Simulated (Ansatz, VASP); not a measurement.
**Cross-check of TiSi (h-BN type (invented)) between VASP and Ansatz**

One calculation is typed for both programs; each brings its own data sets. How far apart do they land? The cell is generated by rule, not measured, and may not be a known phase. Of the first pair: The cell is taken from a series of runs on this material, whose earlier steps may have relaxed, scaled, displaced or heated it; both programs get it as it stands.

Main program and level: Ansatz 0.2.0; plane waves, with VASP 6.6.1 beside it; relaxation of cell and atoms at PBEsol.

## Step 1: Starting point

The structure is hexagonal, space group P6_3/mmc (No. 194). Conventional cell: a = 4.344 Å, b = 4.344 Å, c = 4.907 Å, α = 90.00°, β = 90.00°, γ = 120.00°. Ti has 5 Si at 2.45 to 2.51 Å nearest. Nearest to Si lie 5 Ti at 2.45 to 2.51 Å. Farther neighbours are not listed.

Coordinates:

```xyz
4
Lattice="4.3438 0.0000 0.0000 -2.1719 3.7618 0.0000 0.0000 0.0000 4.9075" Properties=species:S:1:pos:R:3 pbc="T T T"
Ti    0.0000    2.5079    1.2269
Ti    2.1719    1.2539    3.6806
Si    2.1719    1.2539    1.2269
Si    0.0000    2.5079    3.6806
```

## Step 2: VASP: relaxation of cell and atoms, PBEsol, pair 1

The relaxed volume is the usual yardstick between codes: in a stiff, nearly cubic crystal its relative difference is about their pressure difference at one cell divided by the bulk modulus.

Lines of VASP's logs that name or quote its potential files are left out, and so is its time.

Input file INCAR:

```
SYSTEM = TiSi
PREC = Accurate
ENCUT = 500
EDIFF = 1E-07
NELM = 120
ISMEAR = 0
SIGMA = 0.1
LREAL = .FALSE.
ALGO = Normal
GGA = PS
NBANDS = 22
LASPH = .TRUE.
LORBIT = 11
LWAVE = .FALSE.
LCHARG = .FALSE.
ISIF = 3
IBRION = 2
NSW = 80
EDIFFG = -0.005
GGA_COMPAT = .FALSE.
NELMIN = 4
```

Input file POSCAR:

```
TiSi
1.0
    4.3437660000      0.0000000000      0.0000000000
   -2.1718830000      3.7618120000      0.0000000000
    0.0000000000      0.0000000000      4.9074680000
Ti Si
2 2
Direct
    0.3333333776      0.6666667553      0.2500000000
    0.6666666224      0.3333332447      0.7500000000
    0.6666666224      0.3333332447      0.2500000000
    0.3333333776      0.6666667553      0.7500000000
```

Input file KPOINTS:

```
Automatic mesh
0
Gamma
12 12 10
0 0 0
```

Potentials, in the order of the species: Ti_sv and Si (PBE family, release 64).

Started as:

```
$ mpirun -np 1 vasp_std
```

Numbers of over 12 decimals in the logs are rounded to 6 here.

What it wrote:

```text
[banner, memory and clock lines left out]
running    1 mpi-ranks, on    1 nodes
 distrk:  each k-point on    1 cores,    1 groups
 distr:  one band on    1 cores,    1 groups

 POSCAR found type information on POSCAR TiSi
 POSCAR found :  2 types and       4 ions
|                                                                             |
|               ----> ADVICE to this user running VASP <----                  |
|                                                                             |
|     You enforced a specific xc type in the INCAR file but a different       |
|     [... a line on the potential file left out ...]
|     I HOPE YOU KNOW WHAT YOU ARE DOING!                                     |
|                                                                             |

 LDA part: xc-table for (Slater+PW92), standard interpolation
 POSCAR, INCAR and KPOINTS ok, starting setup
 FFT: planning ... GRIDC
 FFT: planning ... GRID_SOFT
 FFT: planning ... GRID
 WAVECAR not read
 entering main loop
       N       E                     dE             d eps       ncg     rms          rms(c)
DAV:   1     0.322345187972E+03    0.32235E+03   -0.15606E+04  5048   0.150E+03
DAV:   2     0.585921947197E+01   -0.31649E+03   -0.30725E+03  5082   0.442E+02
DAV:   3    -0.302805541473E+02   -0.36140E+02   -0.34858E+02  9268   0.125E+02
DAV:   4    -0.333227959958E+02   -0.30422E+01   -0.30265E+01  7244   0.334E+01
DAV:   5    -0.335329187777E+02   -0.21012E+00   -0.21008E+00  7714   0.688E+00    0.166E+01
DAV:   6    -0.287465572715E+02    0.47864E+01   -0.40035E+01  6550   0.494E+01    0.574E+00
DAV:   7    -0.284330734875E+02    0.31348E+00   -0.53742E+00  6488   0.186E+01    0.355E+00
DAV:   8    -0.284122591199E+02    0.20814E-01   -0.42754E-01  7704   0.506E+00    0.809E-01
DAV:   9    -0.284095372749E+02    0.27218E-02   -0.61486E-02  6860   0.212E+00    0.373E-01
DAV:  10    -0.284105847673E+02   -0.10475E-02   -0.37191E-03  7434   0.542E-01    0.908E-02
DAV:  11    -0.284106064644E+02   -0.21697E-04   -0.64227E-04  7592   0.198E-01    0.563E-02
DAV:  12    -0.284105936538E+02    0.12811E-04   -0.15130E-04  6972   0.975E-02    0.705E-03
DAV:  13    -0.284105933304E+02    0.32339E-06   -0.43355E-06  7590   0.164E-02    0.312E-03
DAV:  14    -0.284105938574E+02   -0.52699E-06   -0.63333E-07  6642   0.538E-03    0.781E-04
DAV:  15    -0.284105938621E+02   -0.47503E-08   -0.28472E-08  4452   0.168E-03
   1 F= -.28410594E+02 E0= -.28408638E+02  d E =-.284106E+02
 curvature:   0.00 expect dE= 0.000E+00 dE for cont linesearch  0.000E+00
 trial: gam= 0.00000 g(F)=  0.623E-40 g(S)=  0.167E-03 ort = 0.000E+00 (trialstep = 0.100E+01)
 search vector abs. value=  0.167E-03
 bond charge predicted
       N       E                     dE             d eps       ncg     rms          rms(c)
DAV:   1    -0.284114057393E+02   -0.81188E-03   -0.25601E-02  5238   0.189E+00    0.186E-01
DAV:   2    -0.284107995395E+02    0.60620E-03   -0.25188E-03  6132   0.494E-01    0.846E-02
DAV:   3    -0.284106341455E+02    0.16539E-03   -0.34000E-04  7384   0.134E-01    0.195E-02
DAV:   4    -0.284106313672E+02    0.27783E-05   -0.49051E-05  7500   0.515E-02    0.757E-03
DAV:   5    -0.284106323908E+02   -0.10236E-05   -0.23764E-05  7808   0.352E-02    0.119E-02
DAV:   6    -0.284106317076E+02    0.68321E-06   -0.38788E-06  7784   0.170E-02    0.497E-03
DAV:   7    -0.284106314343E+02    0.27333E-06   -0.99845E-07  6156   0.728E-03    0.177E-03
DAV:   8    -0.284106312825E+02    0.15176E-06   -0.84487E-08  3780   0.314E-03    0.275E-04
DAV:   9    -0.284106313515E+02   -0.68925E-07   -0.36393E-08  3282   0.162E-03
   2 F= -.28410631E+02 E0= -.28408673E+02  d E =-.374894E-04
 trial-energy change:   -0.000037  1 .order   -0.000037   -0.000167    0.000092
 step:   0.6440(harm=  0.6440)  dis= 0.00000  next Energy=   -28.410648 (dE=-0.538E-04)
 bond charge predicted
       N       E                     dE             d eps       ncg     rms          rms(c)
DAV:   1    -0.284107451078E+02   -0.11383E-03   -0.32358E-03  5136   0.672E-01    0.663E-02
DAV:   2    -0.284106682180E+02    0.76890E-04   -0.31445E-04  6014   0.174E-01    0.301E-02
DAV:   3    -0.284106467658E+02    0.21452E-04   -0.43311E-05  7416   0.478E-02    0.688E-03
DAV:   4    -0.284106467666E+02   -0.80263E-09   -0.62794E-06  7486   0.186E-02    0.270E-03
DAV:   5    -0.284106471624E+02   -0.39574E-06   -0.31306E-06  7706   0.128E-02    0.429E-03
DAV:   6    -0.284106473632E+02   -0.20086E-06   -0.47157E-07  5474   0.611E-03    0.180E-03
DAV:   7    -0.284106473849E+02   -0.21703E-07   -0.12813E-07  3440   0.325E-03
   3 F= -.28410647E+02 E0= -.28408690E+02  d E =-.535228E-04
 curvature:  -0.32 expect dE=-0.120E-05 dE for cont linesearch -0.179E-07
 trial: gam= 0.00407 g(F)=  0.926E-40 g(S)=  0.373E-05 ort = 0.305E-05 (trialstep = 0.929E+00)
 search vector abs. value=  0.376E-05
 reached required accuracy - stopping structural energy minimisation
```

Parts of OUTCAR (step 2):

```text
ion  position               nearest neighbor table
   1  0.333  0.667  0.250-   4 2.45   4 2.45   3 2.51   3 2.51   3 2.51
   2  0.667  0.333  0.750-   3 2.45   3 2.45   4 2.51   4 2.51   4 2.51
   3  0.667  0.333  0.250-   2 2.45   2 2.45   1 2.51   1 2.51   1 2.51
   4  0.333  0.667  0.750-   1 2.45   1 2.45   2 2.51   2 2.51   2 2.51

  LATTYP: Found a hexagonal cell.
 ALAT       =     4.3437660000
 C/A-ratio  =     1.1297726443

 Subroutine GETGRP returns: Found 24 space group operations
 (whereof 12 operations were pure point group operations)

The static configuration has the point symmetry D_3d.
 The point group associated with its full space group is D_6h.

 Found    114 irreducible k-points:

   k-points           NKPTS =    114   k-points in BZ     NKDIM =    114   number of bands    NBANDS=     22

   dimension x,y,z NGX =    32 NGY =   32 NGZ =   36
   dimension x,y,z NGXF=    64 NGYF=   64 NGZF=   72

   ENCUT  =  500.0 eV  36.75 Ry    6.06 a.u.   7.92  7.92  8.95*2*pi/ulx,y,z

   NELECT =      32.0000    total number of electrons

 k-points in reciprocal lattice and weights: Automatic mesh
   0.00000000  0.00000000  0.00000000       0.001
   0.08333333  0.00000000  0.00000000       0.004
   0.16666667  0.00000000  0.00000000       0.004
   0.25000000  0.00000000  0.00000000       0.004
   0.33333333 -0.00000000  0.00000000       0.004
   0.41666667  0.00000000  0.00000000       0.004
   0.50000000  0.00000000  0.00000000       0.002
   0.08333333  0.08333333  0.00000000       0.004
   0.16666667  0.08333333  0.00000000       0.008
[...]
0.33333333  0.25000000  0.50000000       0.008
   0.33333333  0.33333333  0.50000000       0.001

 average (electrostatic) potential at core
       1 -74.8398       2 -74.8398       3 -82.2117       4 -82.2117

 E-fermi :   5.5579

 k-point     1 :       0.0000    0.0000    0.0000
  band No.  band energies     occupation
    ...
     11       3.5049      2.00000
     12       3.9494      2.00000
     13       3.9494      2.00000
     14       4.4316      2.00000
     15       4.4316      2.00000
     16       5.7474      0.00735
     17       5.7474      0.00734
     18       6.3583      0.00000
     19       7.5017      0.00000
     20       7.5017      0.00000
    ...

 k-point     2 :       0.0833    0.0000    0.0000
  band No.  band energies     occupation
    ...
     11       3.5255      2.00000
     12       3.8927      2.00000
     13       3.9482      2.00000
     14       4.3615      2.00000
     15       4.5158      2.00000
     16       5.6726      0.10471
     17       5.7085      0.03312
     18       6.4240      0.00000
     19       7.5363      0.00000
     20       7.5578      0.00000
    ...

 k-point     3 :       0.1667    0.0000    0.0000
  band No.  band energies     occupation
    ...
     12       3.6947      2.00000
     13       3.9652      2.00000
     14       4.2679      2.00000
     15       4.7409      2.00000
     16       5.4727      1.77136
     17       5.6099      0.46188
     18       6.5582      0.00000
     19       7.6228      0.00000
     20       7.7103      0.00000
     21       8.4047      0.00000
    ...

  Total        0.0085527      0.0085527      0.0127653      0.0000000      0.0000000      0.0000000
  in kB        0.1707960      0.1707960      0.2549211      0.0000000      0.0000000      0.0000000
  external PRESSURE =       0.1988377 kB  Pullay stress =       0.0000000 kB

  energy-cutoff  :      500.00
  volume of cell :       80.23
      direct lattice vectors                 reciprocal lattice vectors
     4.346024472 -0.000000000  0.000000000     0.230095345  0.132845599 -0.000000000
    -2.173012236  3.763767895 -0.000000000     0.000000000  0.265691198 -0.000000000
     0.000000000  0.000000000  4.904804255     0.000000000  0.000000000  0.203881735

 POSITION                                       TOTAL-FORCE (eV/Angst)
 -----------------------------------------------------------------------------------
     -0.00000      2.50918      1.22620        -0.000000     -0.000000     -0.000000
      2.17301      1.25459      3.67860         0.000000      0.000000      0.000000
      2.17301      1.25459      1.22620         0.000000      0.000000     -0.000000
     -0.00000      2.50918      3.67860        -0.000000      0.000000      0.000000
 -----------------------------------------------------------------------------------
    total drift:                               -0.000000     -0.000145      0.000001

  FREE ENERGIE OF THE ION-ELECTRON SYSTEM (eV)
  ---------------------------------------------------
  free  energy   TOTEN  =       -28.4106473849 eV

  energy  without entropy=      -28.4067333098  energy(sigma->0) =      -28.40869035

 reached required accuracy - stopping structural energy minimisation

 total charge
# of ion       s       p       d       tot
------------------------------------------
    1        2.189   6.130   1.970  10.289
    2        2.189   6.130   1.970  10.289
    3        0.813   0.954   0.000   1.767
    4        0.813   0.954   0.000   1.767
--------------------------------------------------
tot          6.004  14.169   3.940  24.112

[... 3 further parts left out ...]
```

CONTCAR:

```
TiSi
   1.00000000000000
     4.3460244719909307   -0.0000000000000000    0.0000000000000000
    -2.1730122359954653    3.7637678945794351   -0.0000000000000000
     0.0000000000000000    0.0000000000000000    4.9048042545932438
  Ti              Si
     2     2
Direct
     0.3333333775999989    0.6666667552999996    0.2500000000000000
     0.6666666224000011    0.3333332447000004    0.7500000000000000
     0.6666666224000011    0.3333332447000004    0.2500000000000000
     0.3333333775999989    0.6666667552999996    0.7500000000000000
```

## Step 3: Ansatz: relaxation of cell and atoms, PBEsol, pair 1

Ansatz runs on its default PAW (the set named soft_2) files.

The same cell, functional, mesh and smearing now go to Ansatz, which takes its cutoff from its data sets.

Input file input.yaml:

```yaml
crystal:
  lattice:
    - [4.3437661954, 0.0, 0.0]
    - [-2.1718830977, 3.7618118733, 0.0]
    - [0.0, 0.0, 4.9074675719]
  atoms:
    - { symbol: Ti, position: [0.3333333333, 0.6666666667, 0.25] }
    - { symbol: Ti, position: [0.6666666667, 0.3333333333, 0.75] }
    - { symbol: Si, position: [0.6666666667, 0.3333333333, 0.25] }
    - { symbol: Si, position: [0.3333333333, 0.6666666667, 0.75] }
kpoints:
  mp_grid: { grid: [12, 12, 10] }
hamiltonian:
  xc: pbesol
scf:
  occupations: { method: gaussian, width: 0.1 }
output:
  forces: true
  stress: true
  eigenvalues: true
  write_density: true
  write_potential: true
  elf: true
  volumetric_format: npy
relax:
  adjacent_minimum: "off"
  f_tol: 0.005
  max_steps: 80
  cell: { stress_tol: 0.05 }
```

Started as:

```
$ ansatz run input.yaml --threads 2 --pin off --max-ram 5120MiB --backend cpu --events-out ev --progress --plain --runs-dir out
```

What it wrote:

```text
Engine: ansatz 0.2.0, aarch64-unknown-linux-gnu
Pseudopotentials: kind: paw
Pseudopotential: Ti, paw, valence charge 12, recommended cutoff 420 eV (normal), Ti.paw.azcp
Pseudopotential: Si, paw, valence charge 4, recommended cutoff 420 eV (normal), Si.paw.azcp
Functional definition: PBEsol
  exchange = pbesol_x
  correlation = pbesol_c
Crystal: 4 atoms, lattice volume = 80.190 Å³
Basis set: ecut = 420 eV, 1547 PW (Γ), exchange–correlation on 60×60×72 points (8 copies of the dense FFT grid, shifted against one another)
Bands: 20, of which v1, the nominal top of the filled ones, is band 16 counted from 1 (15 counted from 0)
Symmetry: 24 space group operations
Space group: P63/mmc (ITA 194), of the structure as read, at distance tolerance 4.3e-5 Å
k-points: 114 of 1440
Non-local potential: Ti, projectors of the file, l = 0: 3, l = 1: 2, l = 2: 3, l = 3: 1
Non-local potential: Si, projectors of the file, l = 0: 2, l = 1: 2, l = 2: 2
PAW form: soft (Blöchl's): semilocal exchange-correlation on the pseudo side does not see the compensation charge
PAW frozen core: Ti, regenerated for the run's functional, and the local potential with it (the file was generated under x = pbe(κ = 0.804, μ = 0.219515), c = pbe(β = 0.066725))
PAW frozen core: Si, regenerated for the run's functional, and the local potential with it (the file was generated under x = pbe(κ = 0.804, μ = 0.219515), c = pbe(β = 0.066725))
PAW one-centre angular grid: Ti, 590 points (default); XC on 64 Gauss nodes
PAW one-centre angular grid: Si, 110 points (default); XC on 64 Gauss nodes
Initial density: superposition of atomic densities (neutral atoms: chi_scale 0, normalization atom), corrected by the library's trained network
Initial wavefunctions: pseudopotential atomic-orbital guess
Functional: x = pbesol(κ = 0.804, μ = 0.123457), c = pbesol(β = 0.046)
SCF iter   1: F=—  HF=-6191.040269 eV  |F-HF|=—  |Δ(HF+E_count)|=         —  Δρ=7.31e-3  dr2=3.54e-2  ethr=1.77e-3  ⟨swp⟩=5.1  Hψ=10660  notcnv=0
preconditioner: auto → Kerker (q_TF=auto, 2.341 Å⁻¹)  [metal: Δε(μ)=0.035 eV  Ē_g=4.268 eV  σ=0.100 eV  W_gap=0.19  n_scr=20 (ndim 8)  ℏωp=16.6 eV  f_vac=0.001  D(μ)=0.65/eV (n_scr^D=0)]
SCF iter   2: F=—  HF=-6191.030363 eV  |F-HF|=—  |Δ(HF+E_count)|=   9.91e-3  Δρ=2.93e-3  dr2=6.26e-3  ethr=1.11e-4  ⟨swp⟩=2.9  Hψ=5003  notcnv=0
SCF iter   3: F=—  HF=-6191.028732 eV  |F-HF|=—  |Δ(HF+E_count)|=   1.63e-3  Δρ=1.03e-3  dr2=8.43e-4  ethr=1.96e-5  ⟨swp⟩=2.6  Hψ=3830  notcnv=0
SCF iter   4: F=—  HF=-6191.028620 eV  |F-HF|=—  |Δ(HF+E_count)|=   1.11e-4  Δρ=2.71e-4  dr2=6.50e-5  ethr=2.63e-6  ⟨swp⟩=2.1  Hψ=3132  notcnv=0
SCF iter   5: F=—  HF=-6191.028612 eV  |F-HF|=—  |Δ(HF+E_count)|=   7.81e-6  Δρ=6.79e-5  dr2=7.68e-6  ethr=2.03e-7  ⟨swp⟩=2.0  Hψ=3147  notcnv=0
SCF iter   6: F=—  HF=-6191.028616 eV  |F-HF|=—  |Δ(HF+E_count)|=   3.02e-6  Δρ=1.64e-5  dr2=4.10e-7  ethr=2.40e-8  ⟨swp⟩=2.0  Hψ=3116  notcnv=0
SCF iter   7: F=-6191.028615 eV  HF=-6191.028615 eV  |F-HF|=5.01e-9  |Δ(HF+E_count)|=   3.54e-8  Δρ=4.48e-6  dr2=2.03e-8  ethr=3.13e-10  ⟨swp⟩=9.0  Hψ=15032  notcnv=0
SCF 1 converged in 7 iterations: F = -6191.028615 eV  dr2 = 2.03e-8
  greatest PAW one-centre occupation: 0.999 electrons in one spin orbital (limit 2), on the Ti atom at site 1 (counted from 0), in its partial waves of l = 0
relax step   1: F+E_penalty+E_count = -6191.02861548 eV  Δ(F+E_penalty+E_count) = +0.000e0 eV  max|allowed force component| = 2.776e-17 eV/Å  Δτ_max = 0.0000 Å  P = -0.025 GPa  Ω = 80.190 Å³  (7 SCF iters, dr2 threshold 1.00e-7 eV, accepted)
[...]
relax step   2: F+E_penalty+E_count = -6191.02869834 eV  Δ(F+E_penalty+E_count) = -8.286e-5 eV  max|allowed force component| = 2.776e-17 eV/Å  Δτ_max = 0.0000 Å  P = -0.009 GPa  Ω = 80.197 Å³  energy of the carried Pulay correction = -4.844e-7 eV  (6 SCF iters, dr2 threshold 1.95e-7 eV, accepted)
[...]
relax step   3: F+E_penalty+E_count = -6191.02870147 eV  Δ(F+E_penalty+E_count) = -3.133e-6 eV  max|allowed force component| = 1.850e-17 eV/Å  Δτ_max = 0.0000 Å  P = +0.001 GPa  Ω = 80.193 Å³  energy of the carried Pulay correction = -3.633e-9 eV  (6 SCF iters, dr2 threshold 7.09e-9 eV, accepted)
[...]
relax step   4: F+E_penalty+E_count = -6191.02870301 eV  Δ(F+E_penalty+E_count) = -1.534e-6 eV  max|allowed force component| = 1.850e-17 eV/Å  Δτ_max = 0.0000 Å  P = +0.001 GPa  Ω = 80.193 Å³  stress off target by 1.03e-3 GPa  SCF on the basis re-selected at this cell (its energy is not comparable with the rows above)  (7 SCF iters)
basis re-selected at this cell: Δ(F+E_penalty+E_count) = -1.534e-6 eV, ΔP = +0.000 GPa vs the last step (what re-selecting the basis moved, of the pressure what is left beyond the Pulay correction that the steps carried, after the strain that the cell walked since its last selection, with what the two solves' SCF thresholds leave and, on support functions, any second-order correction that the steps lacked; it is no m [...]
SCF converged after 7 iterations
Free energy (F): -6191.028703 eV
Harris-Foulkes:  -6191.028703 eV  (|F-HF|=1.82e-12)
Internal energy: -6191.024878 eV  (E = F + TS)
E sigma→0 (E₀):  -6191.026790 eV
Entropy (-TS):   -0.003825 eV (-0.956 meV/atom)
Fermi energy:    7.926060 eV
--- Per-component energies (eV) ---
  E_band       = -412.076410
  E_kinetic    = 625.016343
  E_local      = -2402.283317  (includes V_loc(G=0)·N_el)
  E_nonlocal   = 73.483265
  E_hartree    = 987.274752
  E_xc         = -302.892152
  E_vxc        = -336.666026  (∫ρ·V_xc dr)
  E_paw        = -3043.129360  (= ΣΔE_a)
  E_vpaw       = -346.176410  (= ΣTr[D̂ρ^β])
  E_aug_tail   = 0.000231  (compensation charges beyond the density's cutoff)
  E_ewald      = -2128.836530
  E_core_change = 0.341890  (= ΣΔE_core)
  E_smearing   = -0.003825  (= −TS)
  E_closure    = -0.000000  (closes the sum)
  Σ components = -6191.028703   (vs F -6191.028703, Δ=0.00e0)
--- Forces (eV/Å), atoms counted from 1 ---
  atom   1  Ti    -0.00000000    -0.00000000     0.00000000
  atom   2  Ti     0.00000000     0.00000000    -0.00000000
  atom   3  Si    -0.00000000    -0.00000000     0.00000000
  atom   4  Si    -0.00000000     0.00000000    -0.00000000
  max |Σ_I F_I| component: 2.31e-17 eV/Å
--- Stress (GPa, compression-positive) ---
        0.000795       0.000000      -0.000000
        0.000000       0.000795      -0.000000
       -0.000000      -0.000000       0.001026
  P = ⅓ Tr σ = 0.0009 GPa (0.009 kbar)
--- Band table (eV; the first three rows and the last of 114) ---
  k-point 0: bands = [... 12 lower, 6.3174, 6.8009, 6.8009, 8.1142, 8.1142, 8.7265, 9.8733, 9.8733]
  k-point 1: bands = [... 12 lower, 6.2982, 6.7199, 6.7199, 8.2458, 8.2458, 8.5693, 9.9092, 9.9092]
  k-point 2: bands = [... 12 lower, 6.2511, 6.5499, 6.5499, 8.1305, 8.5617, 8.5617, 9.9841, 9.9841]
  k-point 113: bands = [... 12 lower, 5.8905, 5.8905, 7.3226, 7.3226, 8.3965, 8.3965, 9.8246, 9.8246]
--- Relaxed structure (3 steps of the walk, 3 accepted, 1 SCFs on fresh bases) ---
  F+E_penalty+E_count = -6191.02870301 eV   max|allowed force component| = 1.850e-17 eV/Å   (the final SCF, on the basis selected at the relaxed cell)
  cell:  # Å, volume = 80.1928 Å³
    - [4.345781, 0.0, 0.0]
    - [-2.172890, 3.763556, 0.0]
    - [0.0, 0.0, 4.903082]
  atoms:
    - { symbol: Ti, position: [0.333333, 0.666667, 0.250000] }
    - { symbol: Ti, position: [0.666667, 0.333333, 0.750000] }
    - { symbol: Si, position: [0.666667, 0.333333, 0.250000] }
    - { symbol: Si, position: [0.333333, 0.666667, 0.750000] }
```

The column dr2 measures how far the density is from self-consistency, as an energy; F and HF (Harris–Foulkes) agree once it is small.

[end of part 1 of 2]

[Lines on the potential files, build, host, timing and source positions are cut from VASP's logs without a mark.]

[Logs are printed without paths, hosts, clocks, repeated set-up lines and the standing remarks that a program may print on its own settings, such as how far it seeks lower states.]

[Hosts, paths, dates, database ids (printed as entryN), source tags and the programs' standing remarks are cut or masked in the printed files.]
